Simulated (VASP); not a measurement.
A run of VASP 6.6.1 is set up as follows.

Contents of INCAR:

```
  PREC = Accurate
  ENCUT = 600
  EDIFF = 1E-7
  ISMEAR = 0
  SIGMA = 0.03
  LREAL = False
  LASPH = True
  NELM = 80
  ALGO = Normal
  ISIF = 2
  LWAVE = False
  LCHARG = False
  METAGGA = R2SCAN
  LMIXTAU = True
  IBRION = 2
  NSW = 40
  EDIFFG = -0.01
```

Contents of KPOINTS:

```
regular mesh
0
Gamma
  8 8 8
```

The input POSCAR:

```
SrTiO3                                  
1.0
    3.9121963107      0.0000000000      0.0000000000
    0.0000000000      3.9121963107      0.0000000000
    0.0000000000      0.0000000000      3.9121963107
  Sr              Ti              O             
     1     1     3
Direct
     0.5000000000000000    0.5000000000000000    0.5000000000000000
     0.0000000000000000    0.0000000000000000    0.0000000000000000
     0.5000000000000000    0.0000000000000000    0.0000000000000000
     0.0000000000000000    0.5000000000000000    0.0000000000000000
     0.0000000000000000    0.0000000000000000    0.5000000000000000
```

Potentials or basis: VASP PAW PBE potentials, release 64 (Sr_sv, Ti_sv, O).

Command:

```console
$ cat potpaw_PBE.64/Sr_sv/POTCAR potpaw_PBE.64/Ti_sv/POTCAR potpaw_PBE.64/O/POTCAR > POTCAR
$ mpirun -np 1 vasp_std > vasp.out
```

(1) Estimate the band gap on the k mesh.

Results:

(1) 2.27 eV, indirect (least direct gap 2.65 eV).

Caveat: the relaxation stopped at its first step, so nothing moved.
